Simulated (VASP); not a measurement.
Level of theory: revPBE GGA, VASP's PBE PAW potentials (set 64) (plane waves; VASP 6.6.1).

Input for VASP

File POSCAR:
```
NaI
1
    0.0000000000     3.3413732343     3.3413732343
    3.3413732343     0.0000000000     3.3413732343
    3.3413732343     3.3413732343     0.0000000000
Na I
1 1
Direct
  0.0000000000   0.0000000000   0.0000000000
  0.5000000000   0.5000000000   0.5000000000
```

KPOINTS:
```
k-points along high-symmetry lines
15
Line-mode
Reciprocal
  0.000000   0.000000   0.000000 ! GAMMA
  0.500000   0.000000   0.500000 ! X

  0.500000   0.000000   0.500000 ! X
  0.625000   0.250000   0.625000 ! U

  0.375000   0.375000   0.750000 ! K
  0.000000   0.000000   0.000000 ! GAMMA

  0.000000   0.000000   0.000000 ! GAMMA
  0.500000   0.500000   0.500000 ! L

  0.500000   0.500000   0.500000 ! L
  0.500000   0.250000   0.750000 ! W

  0.500000   0.250000   0.750000 ! W
  0.500000   0.000000   0.500000 ! X
```

**INCAR**
```
NELM=100   ! most electronic steps
LWAVE=.False.
LASPH=.True.   ! aspherical one-centre terms
LREAL=.False.   ! projection in real space or not
ALGO=Normal   ! blocked Davidson
EDIFF=1E-7   ! SCF stop (eV)
GGA=RE
ICHARG=11   ! fixed density
LORBIT=11
ENCUT=520   ! plane-wave cut-off (eV)
ISMEAR=0   ! Gaussian
SIGMA=0.05   ! width (eV)
LCHARG=.False.
SYSTEM=NaI
PREC=Accurate
LMAXMIX=4   ! l cut-off of mixed one-centre charges
```

POTCAR, in this order: Na_pv I (PBE.64 set). Program: vasp_std. Read from the step before: CHGCAR.

What will the output report for the number of irreducible k-points (NKPTS), largest plane-wave count, number of space-group operations, FFT grid (NGX, NGY, NGZ)?

number of irreducible k-points (NKPTS): 90
largest plane-wave count: 2044
number of space-group operations: 48
FFT grid (NGX, NGY, NGZ): 36 × 36 × 36

The compound is NaI in the rock salt structure. It was relaxed first, which changed the volume by +10 %.
